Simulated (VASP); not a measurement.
**How k-mesh and precision settings change a VASP run on CrB2**

Aim: find what the k-mesh and precision settings change for CrB2, and what they cost. The atoms are off their equilibrium sites, so that forces can be compared too. The series runs use PBEsol. The k-mesh tried: 3 3 2; 4 4 3; 5 5 4; 6 6 5; 7 7 6; 10 10 9; 13 13 11; 16 16 13. The precision settings tried: PREC = Low; PREC = Medium; PREC = Normal; PREC = Single; PREC = Accurate; LREAL = Auto; ADDGRID = .TRUE.; LASPH = .FALSE.. The atoms of the start are displaced at random from the sites of a P6/mmm cell.

Calculated with VASP 6.6.1; PBEsol, spin-polarised from a ferromagnetic start (one magnetic atom a cell); plane waves and PAW (Cr_pv, B).

Most raw output is cut from this account.

## Step 1: Starting point

Symmetry: P1, No. 1, triclinic system. Conventional cell: a = 2.970 Å, b = 2.970 Å, c = 3.070 Å, α = 90.00°, β = 90.00°, γ = 120.00°. Nearest to Cr lie 12 B at 2.24 to 2.39 Å. Nearest to B lie 3 B at 1.66 to 1.77 Å and 6 Cr at 2.24 to 2.36 Å. Nearest to B lie 3 B at 1.66 to 1.77 Å and 6 Cr at 2.24 to 2.39 Å. Farther neighbours are not listed.

## Step 2: K-mesh: 3 3 2

The sum over the zone converges with the mesh, fast for insulators and slowly for metals. PBEsol restores the gradient expansion of exchange and is tuned for the cells of solids.

INCAR reads:

```
SYSTEM = CrB2
PREC = Accurate
ENCUT = 420
EDIFF = 1E-06
NELM = 100
ISMEAR = -1
SIGMA = 0.05
LREAL = .FALSE.
ALGO = Normal
GGA = PS
NBANDS = 18
ISPIN = 2
MAGMOM = 3 0 0
LASPH = .TRUE.
LMAXMIX = 4
LORBIT = 11
LWAVE = .FALSE.
LCHARG = .FALSE.
KPAR = 2
NCORE = 2
ISIF = 2
```

POSCAR reads:

```
CrB2
1.0
    2.9700000000      0.0000000000      0.0000000000
   -1.4850000000      2.5720954492      0.0000000000
    0.0000000000      0.0000000000      3.0700000000
Cr B
1 2
Direct
    0.0098560000      0.0203000000      0.0028220000
    0.3340810000      0.6744980000      0.4848620000
    0.6664400000      0.3203270000      0.5138220000
```

KPOINTS reads:

```
Automatic mesh
0
Gamma
3 3 2
0 0 0
```

Potentials, in the order of the species: Cr_pv and B (PBE family, release 64).

On the command line:

```
$ mpirun -np 4 vasp_std
```

Elapsed: 6.6 s, on 4 MPI ranks of Intel Xeon Platinum 8488C (Sapphire Rapids), shared host; peak memory 0.46 GiB.

The cell holds one magnetic atom, so no antiferromagnetic order fits into it. The PAW data sets were made with PBE, which is usual practice but a small mismatch for other functionals.

This step gave:

```
SCF cycles                                        : 15
electrons                                         : 18
bands                                             : 18
irreducible k-points                              : 10
symmetry operations                               : 1
free energy (TOTEN)                               : -25.26 eV
energy at zero smearing                           : -25.25 eV
Fermi energy                                      : 10.07 eV
pressure                                          : -6.469 GPa
moment of the cell, from the last line of the log : 1.687 μB
metallic                                          : yes
```

Spin moment in the PAW sphere by atom:

```tsv
atom	spin moment in the PAW sphere (μB)
Cr1	1.79
B2	-0.06
B3	-0.06
```

The series starts at -8.4173 eV an atom and -6.47 GPa, after 15 cycles in 6.6 s.

## Step 3: K-mesh: 4 4 3

INCAR, as its differences from that of step 2:

```diff
@@ -18,4 +18,3 @@
 LCHARG = .FALSE.
-KPAR = 2
-NCORE = 2
+KPAR = 4
 ISIF = 2
```

POSCAR is that of step 2.

KPOINTS reads:

```
Automatic mesh
0
Gamma
4 4 3
0 0 0
```

On the command line:

```
$ mpirun -np 4 vasp_std
```

Wall time 10 s (4 MPI ranks); peak memory 0.52 GiB.

Against the run before the energy moves by -34.48 meV an atom and the pressure by -5.96 GPa, after 14 cycles in 10 s.

## Step 4: K-mesh: 5 5 4

INCAR is that of step 3.

POSCAR is that of step 3.

KPOINTS reads:

```
Automatic mesh
0
Gamma
5 5 4
0 0 0
```

On the command line:

```
$ mpirun -np 4 vasp_std
```

Run time: 12 s. Hardware: 4 MPI ranks; peak memory 0.55 GiB; 46 s of CPU time.

Against the run before the energy moves by +3.23 meV an atom and the pressure by +0.16 GPa, after 16 cycles in 12 s.

## Step 5: K-mesh: 6 6 5

INCAR is that of step 4.

POSCAR is that of step 4.

KPOINTS reads:

```
Automatic mesh
0
Gamma
6 6 5
0 0 0
```

On the command line:

```
$ mpirun -np 4 vasp_std
```

Wall time 18 s (4 MPI ranks); peak memory 0.62 GiB; 70 s of CPU time.

Against the run before the energy moves by -0.18 meV an atom and the pressure by +2.06 GPa, after 16 cycles in 18 s.

## Step 6: K-mesh: 7 7 6

INCAR is that of step 5.

POSCAR is that of step 5.

KPOINTS reads:

```
Automatic mesh
0
Gamma
7 7 6
0 0 0
```

On the command line:

```
$ mpirun -np 4 vasp_std
```

Wall time 33 s (4 MPI ranks); peak memory 0.71 GiB; 2.2 min of CPU time.

Against the run before the energy moves by +6.94 meV an atom and the pressure by -0.57 GPa, after 19 cycles in 33 s.

## Step 7: K-mesh: 10 10 9

INCAR is that of step 6.

POSCAR is that of step 6.

KPOINTS reads:

```
Automatic mesh
0
Gamma
10 10 9
0 0 0
```

On the command line:

```
$ mpirun -np 4 vasp_std
```

Run time: 79 s. Hardware: 4 MPI ranks; peak memory 1.2 GiB.

Against the run before the energy moves by -0.99 meV an atom and the pressure by -0.18 GPa, after 17 cycles in 79 s.

## Step 8: K-mesh: 13 13 11

INCAR is that of step 7.

POSCAR is that of step 7.

KPOINTS reads:

```
Automatic mesh
0
Gamma
13 13 11
0 0 0
```

On the command line:

```
$ mpirun -np 4 vasp_std
```

Wall time 2.5 min (4 MPI ranks); peak memory 2 GiB; 9.9 min of CPU time.

Against the run before the energy moves by +0.03 meV an atom and the pressure by -0.42 GPa, after 16 cycles in 2.5 min.

## Step 9: K-mesh: 16 16 13

INCAR is that of step 8.

POSCAR is that of step 8.

KPOINTS reads:

```
Automatic mesh
0
Gamma
16 16 13
0 0 0
```

On the command line:

```
$ mpirun -np 4 vasp_std
```

Elapsed: 4.6 min, on 4 MPI ranks; peak memory 3.1 GiB.

Against the run before the energy moves by +0.26 meV an atom and the pressure by +0.19 GPa, after 16 cycles in 4.6 min.

## Step 10: The k-mesh series as a table

This step: convergence of PBEsol results with the mesh; plane waves and PAW (VASP 6.6.1).

Derived from the runs above.

Differences are taken from the run with 16 16 13. Results of the series, by row:

```tsv
setting	status	energy less the reference (meV/atom)	pressure (GPa)	largest force difference (meV/Å)	moment (μB)	SCF cycles	wall time (s)
3 3 2	converged	25.19	-6.469	281.5	1.687	15	6.6
4 4 3	converged	-9.287	-12.43	44.76	0.8592	14	10
5 5 4	converged	-6.056	-12.27	137	0.9487	16	12
6 6 5	converged	-6.233	-10.21	39.72	1.27	16	18.2
7 7 6	converged	0.7037	-10.78	49.31	1.149	19	33
10 10 9	converged	-0.2887	-10.96	10.61	1.125	17	79
13 13 11	converged	-0.2582	-11.38	5.874	1.04	16	149
16 16 13	converged	0	-11.2	0	1.075	16	274.1
```

## Step 11: Precision settings: PREC = Low

This step: PBEsol, spin-polarised from a ferromagnetic start (one magnetic atom a cell); plane waves and PAW (Cr_pv, B) (VASP 6.6.1).

PREC sets the FFT grids, and LREAL, ADDGRID and LASPH trade speed for accuracy.

INCAR, as its differences from that of step 9:

```diff
@@ -1,3 +1,3 @@
 SYSTEM = CrB2
-PREC = Accurate
+PREC = Low
 ENCUT = 420
```

POSCAR is that of step 9.

KPOINTS reads:

```
Automatic mesh
0
Gamma
9 9 7
0 0 0
```

On the command line:

```
$ mpirun -np 4 vasp_std
```

The job ended after 29 s (4 MPI ranks; peak memory 0.82 GiB).

Numbers from this step:

| Quantity | Value |
| --- | --- |
| irreducible k-points | 284 |
| pressure | -11.06 GPa |
| moment of the cell, from the last line of the log | 1.108 μB |

The series starts at -8.4422 eV an atom and -11.06 GPa, after 16 cycles in 29 s.

## Step 12: Precision settings: PREC = Medium

INCAR, as its differences from that of step 11:

```diff
@@ -1,3 +1,3 @@
 SYSTEM = CrB2
-PREC = Low
+PREC = Medium
 ENCUT = 420
```

POSCAR is that of step 11.

KPOINTS is that of step 11.

On the command line:

```
$ mpirun -np 4 vasp_std
```

Wall time 29 s (4 MPI ranks); peak memory 0.83 GiB; 1.7 min of CPU time.

Against the first of the series the energy moves by +0.17 meV an atom and the pressure by -0.06 GPa, after 16 cycles in 29 s.

## Step 13: Precision settings: PREC = Normal

INCAR, as its differences from that of step 12:

```diff
@@ -1,3 +1,3 @@
 SYSTEM = CrB2
-PREC = Medium
+PREC = Normal
 ENCUT = 420
```

POSCAR is that of step 12.

KPOINTS is that of step 12.

On the command line:

```
$ mpirun -np 4 vasp_std
```

The job ended after 28 s (4 MPI ranks; peak memory 0.86 GiB; 1.7 min of CPU time).

Against the first of the series the energy moves by +0.01 meV an atom and the pressure by -0.06 GPa, after 16 cycles in 28 s.

## Step 14: Precision settings: PREC = Single

INCAR, as its differences from that of step 13:

```diff
@@ -1,3 +1,3 @@
 SYSTEM = CrB2
-PREC = Normal
+PREC = Single
 ENCUT = 420
```

POSCAR is that of step 13.

KPOINTS is that of step 13.

On the command line:

```
$ mpirun -np 4 vasp_std
```

Run time: 56 s. Hardware: 4 MPI ranks; peak memory 0.82 GiB.

Against the first of the series the energy moves by +0.18 meV an atom and the pressure by -0.06 GPa, after 16 cycles in 56 s.

## Step 15: Precision settings: PREC = Accurate

INCAR, as its differences from that of step 14:

```diff
@@ -1,3 +1,3 @@
 SYSTEM = CrB2
-PREC = Single
+PREC = Accurate
 ENCUT = 420
```

POSCAR is that of step 14.

KPOINTS is that of step 14.

On the command line:

```
$ mpirun -np 4 vasp_std
```

Run time: 56 s. Hardware: 4 MPI ranks; peak memory 0.93 GiB; 3.4 min of CPU time.

Against the first of the series the energy stays within 0.01 meV an atom; the pressure moves by -0.06 GPa, after 16 cycles in 56 s.

## Step 16: Precision settings: LREAL = Auto

INCAR, as its differences from that of step 15:

```diff
@@ -7,3 +7,3 @@
 SIGMA = 0.05
-LREAL = .FALSE.
+LREAL = Auto
 ALGO = Normal
```

POSCAR is that of step 15.

KPOINTS is that of step 15.

On the command line:

```
$ mpirun -np 4 vasp_std
```

Wall time 2 min (4 MPI ranks); peak memory 0.83 GiB.

Against PREC = Accurate, on which this run builds, the energy moves by -0.26 meV an atom and the pressure by -0.01 GPa, after 16 cycles in 2 min.

## Step 17: Precision settings: ADDGRID on

INCAR, as its differences from that of step 16:

```diff
@@ -7,3 +7,3 @@
 SIGMA = 0.05
-LREAL = Auto
+LREAL = .FALSE.
 ALGO = Normal
@@ -20 +20,2 @@
 ISIF = 2
+ADDGRID = .TRUE.
```

POSCAR is that of step 16.

KPOINTS is that of step 16.

On the command line:

```
$ mpirun -np 4 vasp_std
```

The job ended after 68 s (4 MPI ranks; peak memory 1.1 GiB).

Against PREC = Accurate, on which this run builds, the energy stays within 0.01 meV an atom and the pressure within 0.01 GPa, after 16 cycles in 68 s.

## Step 18: Precision settings: LASPH off

INCAR, as its differences from that of step 17:

```diff
@@ -13,3 +13,3 @@
 MAGMOM = 3 0 0
-LASPH = .TRUE.
+LASPH = .FALSE.
 LMAXMIX = 4
@@ -20,2 +20 @@
 ISIF = 2
-ADDGRID = .TRUE.
```

POSCAR is that of step 17.

KPOINTS is that of step 17.

On the command line:

```
$ mpirun -np 4 vasp_std
```

Elapsed: 56 s, on 4 MPI ranks; peak memory 0.92 GiB.

Against PREC = Accurate, on which this run builds, the energy moves by +2.98 meV an atom and the pressure by -0.04 GPa, after 16 cycles in 56 s.

## Step 19: The precision settings series as a table

This step: convergence of PBEsol results with the precision; plane waves and PAW (VASP 6.6.1).

This step runs nothing: it gathers the runs above.

Differences are taken from the run with PREC = Normal. Results of the series, by row:

```tsv
setting	status	energy less the reference (meV/atom)	pressure (GPa)	largest force difference (meV/Å)	moment (μB)	SCF cycles	wall time (s)
PREC = Low	converged	-0.008743	-11.06	15.49	1.108	16	29
PREC = Medium	converged	0.1628	-11.12	3.968	1.107	16	29
PREC = Normal	converged	0	-11.12	0	1.107	16	28.1
PREC = Single	converged	0.1762	-11.13	7.846	1.107	16	56.1
PREC = Accurate	converged	-0.00591	-11.12	0.487	1.107	16	56
LREAL = Auto	converged	-0.2654	-11.13	1.136	1.107	16	122.1
ADDGRID = .TRUE.	converged	-0.007187	-11.12	0.305	1.107	16	68.1
LASPH = .FALSE.	converged	2.973	-11.16	7.798	1.106	16	56.1
```

## Step 20: Outcome

```yaml
k_mesh_from_which_the_energy_stays_within_10_mev_atom_of_the_reference: 4 4 3
k_mesh_from_which_the_energy_stays_within_1_mev_atom_of_the_reference: 7 7 6
k_mesh_from_which_the_pressure_stays_within_0p2_gpa_of_the_reference: 13 13 11
spread_of_the_pressure_over_the_k_mesh: 5.96 GPa
spread_of_the_energy_over_the_k_mesh: 34.5 meV/atom
spread_of_the_pressure_over_the_precision_settings: 0.0992 GPa
spread_of_the_energy_over_the_precision_settings: 3.24 meV/atom
```

What this shows: From 7 7 6 on, the energy stays within 1 meV an atom of the reference, at 12 % of its time. The pressure holds within 0.2 GPa from 13 13 11 on. The energy swings above and below the reference, since the sum over k-points is not variational. A metal's Fermi surface slows this convergence. Among the precision settings, LASPH = .FALSE. moves the energy most against PREC = Accurate (+3.0 meV an atom), and PREC = Low the pressure (+0.06 GPa). The fastest converged run is PREC = Normal, at 28 s against 56 s; on a shared host such times are rough. LREAL = Auto is slower here: projection in real space pays only in large cells. Differences are taken from the run with 16 16 13, which is itself not the exact limit. The run at 3 3 2 is over 30 meV an atom or 2 GPa off and describes the material poorly.

[Lines on the potential files, build, host, timing and source positions are cut from VASP's logs without a mark.]

[Logs are printed without paths, hosts, clocks, repeated set-up lines and the standing remarks that a program may print on its own settings, such as how far it seeks lower states.]

[Hosts, paths, dates, database ids (printed as entryN), source tags and the programs' standing remarks are cut or masked in the printed files.]

[A measured line is paired with the nearest computed mode of its activity, which favours agreement.]

[In band tables of VASP the shares of atoms and orbitals are scaled to a sum of 1 inside the atoms' spheres.]
